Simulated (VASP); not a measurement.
Method: PBEsol GGA, VASP's PBE PAW potentials (set 64) (plane waves; VASP).

VASP ran on this input.

**POSCAR**
```
Cl
1.0
  3.2375004178   0.0000000000   0.0000000000
 -1.6187502089   2.8037584846   0.0000000000
  0.0000000000   0.0000000000   7.6433053825
Cl
4
Direct
  0.0000000000   0.0000000000   0.0000000000
  0.0000000000   0.0000000000   0.5000000000
  0.3333330000   0.6666670000   0.2500000000
  0.6666670000   0.3333330000   0.7500000000
```

**KPOINTS**
```
Automatic mesh
0
gamma
  10 10 4
0 0 0
```

**INCAR**
```
# general
SYSTEM  = Cl
PREC    = Accurate
ENCUT   = 480
LREAL   = .FALSE.
LASPH   = .TRUE.

# electronic loop
EDIFF   = 1E-7
NELM    = 100
ALGO    = Normal

# smearing
ISMEAR  = 1
SIGMA   = 0.1

# functional
GGA     = PS

# ions
IBRION  = 2
NSW     = 40
ISIF    = 3
EDIFFG  = -0.01
PSTRESS = 100

# output
LWAVE   = .FALSE.
LCHARG  = .FALSE.
```

POTCAR, in this order: Cl (PBE.64 set). Program: vasp_std.

Output

**OSZICAR**
```
       N       E                     dE             d eps       ncg     rms          rms(c)
DAV:   1     0.168542544359E+03    0.16854E+03   -0.12978E+04  1512   0.131E+03
DAV:   2     0.316406192796E+01   -0.16538E+03   -0.16350E+03  2246   0.236E+02
DAV:   3    -0.502336251468E+01   -0.81874E+01   -0.81122E+01  1700   0.612E+01
DAV:   4    -0.514294804753E+01   -0.11959E+00   -0.11896E+00  1804   0.860E+00
DAV:   5    -0.514505966611E+01   -0.21116E-02   -0.21101E-02  1678   0.106E+00    0.175E+01
DAV:   6    -0.510134814544E+01    0.43712E-01   -0.45071E-02  1648   0.134E+00    0.107E+01
DAV:   7    -0.509507056274E+01    0.62776E-02   -0.61889E-02  1668   0.146E+00    0.410E-01
DAV:   8    -0.509324432871E+01    0.18262E-02   -0.49188E-03  1626   0.473E-01    0.123E-01
DAV:   9    -0.509315625048E+01    0.88078E-04   -0.42863E-04  1658   0.143E-01    0.259E-02
DAV:  10    -0.509316021314E+01   -0.39627E-05   -0.24679E-05  1632   0.352E-02    0.121E-02
DAV:  11    -0.509316037294E+01   -0.15980E-06   -0.68533E-07  1634   0.614E-03    0.690E-03
DAV:  12    -0.509316028405E+01    0.88892E-07   -0.17041E-07   928   0.333E-03
   1 F= -.76282959E+00 E0= -.76309353E+00  d E =-.762830E+00
```

OUTCAR:
```
------------------------ aborting loop because EDIFF is reached ----------------------------------------
  FORCE on cell =-STRESS in cart. coord.  units (eV):
  Direction    XX          YY          ZZ          XY          YZ          ZX
  --------------------------------------------------------------------------------------
  Total        4.3117789      4.3117816      4.2907709      0.0000000      0.0000000      0.0000000
  in kB       99.5715837     99.5716461     99.0864478      0.0000000      0.0000000      0.0000000
  external PRESSURE =      -0.5901075 kB  Pullay stress =     100.0000000 kB
  volume of cell :       69.38
      direct lattice vectors                 reciprocal lattice vectors
     3.237500418  0.000000000  0.000000000     0.308880269  0.178332051  0.000000000
    -1.618750209  2.803758485  0.000000000     0.000000000  0.356664101  0.000000000
     0.000000000  0.000000000  7.643305383     0.000000000  0.000000000  0.130833448
 POSITION                                       TOTAL-FORCE (eV/Angst)
 -----------------------------------------------------------------------------------
      0.00000      0.00000      0.00000         0.000000      0.000000      0.000000
      0.00000      0.00000      3.82165         0.000000      0.000000      0.000000
     -0.00000      1.86917      1.91083         0.000000     -0.000000      0.000000
      1.61875      0.93459      5.73248        -0.000000      0.000000      0.000000
 -----------------------------------------------------------------------------------
    total drift:                                0.000000     -0.000000      0.000000
  FREE ENERGIE OF THE ION-ELECTRON SYSTEM (eV)
  ---------------------------------------------------
  free  energy   TOTEN  =        -5.0931602840 eV

  energy  without entropy=       -5.0939520917  energy(sigma->0) =       -5.09342422
  enthalpy is  TOTEN    =        -0.7628295894 eV   P V=        4.3303306946

 reached required accuracy - stopping structural energy minimisation
```
(Selected blocks of OUTCAR.)

The structure was generated: Cl was put into the dhcp type (P6_3/mmc), which need not be its known phase. It was relaxed first under an external pressure of 10 GPa.
